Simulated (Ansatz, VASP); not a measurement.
**One calculation of LiTiB4, two programs**

```
Li Ti B
1.0
     3.02096    0.00000    0.00000
    -1.51048    2.61623    0.00000
     0.00000    0.00000    6.76085
Li Ti B
1 1 4
Direct
  0.00000 0.00000 0.50000
  0.00000 0.00000 0.00000
  0.33333 0.66667 0.76734
  0.66667 0.33333 0.76734
  0.33333 0.66667 0.23266
  0.66667 0.33333 0.23266
```

The cell was built by a generator and needn't be a form met in nature.

Alike in both runs: task relaxation of cell and atoms; functional BLYP; k mesh 7 × 7 × 3; occupations fermi-dirac, width 0.05 eV; no spin polarisation.

|  | VASP | Ansatz |
| --- | --- | --- |
| version | VASP 6.6.1 | Ansatz 0.2.0 |
| potentials or method | VASP PAW PBE potentials, release 64 (Li_sv, Ti_sv, B) | Ansatz PAW |
| plane-wave cutoff (eV) | 600 | 420 |
| valence electrons in the cell | 27 | 27 |

|  | VASP | Ansatz | Ansatz less VASP |
| --- | --- | --- | --- |
| gap on the k mesh at the Fermi level, each at its own relaxed structure (eV) | none | none | - |
| relaxed volume (Å³/atom) | 9.13 | 9.12 | -0.010 |
| relaxed cell length with the largest relative difference (Å) | 6.875 | 6.868 | -0.0067 |
| energy change over the relaxation (meV/atom) | -3 | -3 | +0.2 |

A gap of «none» marks a metal or a gap that the smearing closes.

Caveats: the cutoff is under 1.25 times the usual one of these potentials, so pressure, stress and relaxed cells hold a basis-set (Pulay) error (VASP); the PAW data sets were made with another functional, which shifts forces and pressure a little (VASP); the plane-wave basis is chosen anew once the cell has moved, so the energies of steps on either side of that aren't comparable (Ansatz); the PAW data sets come from PBE, with cores solved anew for the run's functional, which leaves a small shift of forces and pressure (Ansatz).
